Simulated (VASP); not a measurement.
Here is the system:

```
CELL_PARAMETERS angstrom
      1.85130    -3.20655     0.00000
      1.85130     3.20655     0.00000
      0.00000     0.00000     5.89560
ATOMIC_POSITIONS crystal
  Gd 0.33333 0.66667 0.25000
  Gd 0.66667 0.33333 0.75000
```

All values below come from PBE GGA, VASP's PBE PAW potentials (set 64) (plane waves; VASP). Settings: 400 eV cut-off, 9×9×5 Γ-centred mesh, first-order Methfessel-Paxton smearing of 0.10 eV, potentials Gd_3.

The 4f electrons are frozen in the core of the lanthanide potential, so 4f levels, which can set the real gap, and their magnetism are missing.

**Question.** Give the stress tensor in GPa (positive for a compressed cell).

**Answer.** 
```
-2.08   0.00   0.00
 0.00  -2.08   0.00
 0.00   0.00  -2.76
```
The pressure is its mean diagonal, -2.31 GPa.

The compound is Gd in the hcp structure. The cell was not relaxed at this level.
